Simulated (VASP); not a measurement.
Energy against volume of KF (rock salt). Calculation: AM05 GGA, VASP's PBE PAW potentials (set 64) (plane waves; VASP 6.6.1). Settings: 520 eV cut-off, 9×9×9 Γ-centred mesh, Gaussian smearing of 0.050 eV, potentials K_sv F.

| V (Å³/atom) | E (eV/atom) |
|---|---|
| 18.833 | -4.11338 |
| 19.416 | -4.11591 |
| 19.998 | -4.11515 |
| 20.581 | -4.11170 |

Q: Fit these four points and predict the energy of the run at 18.251 Å³/atom.

A: A cubic in V^(−2/3), the third-order Birch-Murnaghan form, passes through the four points with V0 = 19.56 Å³/atom and B0 = 29 GPa, and gives -4.1068 eV/atom there. The run gave -4.1070 eV/atom, -0.2 meV/atom from the fit; all five points give B0 = 29 GPa.

The compound is KF in the rock salt structure. It was relaxed first.
